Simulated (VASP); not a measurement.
A convergence study with VASP on Mg$_{2}$Si (antifluorite): one setting is varied, all else stays as given below, so the limit is that of these other settings.

```yaml
crystal:
  lattice:
    - [0.00000, 3.17500, 3.17500]
    - [3.17500, 0.00000, 3.17500]
    - [3.17500, 3.17500, 0.00000]
  atoms:
    - { symbol: Mg, position: [0.25000, 0.25000, 0.25000] }
    - { symbol: Mg, position: [0.75000, 0.75000, 0.75000] }
    - { symbol: Si, position: [0.00000, 0.00000, 0.00000] }
```

Calculation: PBE GGA, VASP's PBE PAW potentials (set 64) (plane waves; VASP). The tightest run used: 550 eV cut-off, 15×15×15 Γ-centred mesh, Gaussian smearing of 0.050 eV, potentials Mg Si.

Q: The settings run are 1×1×1 mesh; 2×2×2 mesh; 4×4×4 mesh; 5×5×5 mesh; 6×6×6 mesh; 8×8×8 mesh; 9×9×9 mesh; 10×10×10 mesh; 11×11×11 mesh; 12×12×12 mesh; 14×14×14 mesh; 15×15×15 mesh. From which on does the energy per atom stay within 0.001 eV/atom of the tightest run?

A: From 9×9×9 mesh on: it is off by 0.0006 there and by no more than 0.001 in any finer run, while 8×8×8 mesh is off by 0.0013.
| setting | E (eV/atom) | pressure (GPa) | irreducible k-points | difference judged (eV/atom) |
|---|---|---|---|---|
| 1×1×1 mesh | 1.1454 | 10.31 | 1 | 4.1180 |
| 2×2×2 mesh | -2.2901 | 1.06 | 3 | 0.6825 |
| 4×4×4 mesh | -2.9186 | 0.23 | 8 | 0.0540 |
| 5×5×5 mesh | -2.9534 | 0.23 | 10 | 0.0191 |
| 6×6×6 mesh | -2.9652 | 0.24 | 16 | 0.0073 |
| 8×8×8 mesh | -2.9713 | 0.25 | 29 | 0.0013 |
| 9×9×9 mesh | -2.9720 | 0.25 | 35 | 0.0006 |
| 10×10×10 mesh | -2.9723 | 0.26 | 47 | 0.0002 |
| 11×11×11 mesh | -2.9724 | 0.26 | 56 | 0.0001 |
| 12×12×12 mesh | -2.9725 | 0.26 | 72 | 0.0000 |
| 14×14×14 mesh | -2.9726 | 0.26 | 104 | 0.0000 |
| 15×15×15 mesh | -2.9726 | 0.26 | 120 | 0.0000 |

Left out are rungs that failed or repeat a setting and relaxations that didn't move; long series are thinned to 24 rows.

The compound is Mg2Si in the antifluorite structure. The cell was not relaxed at this level.
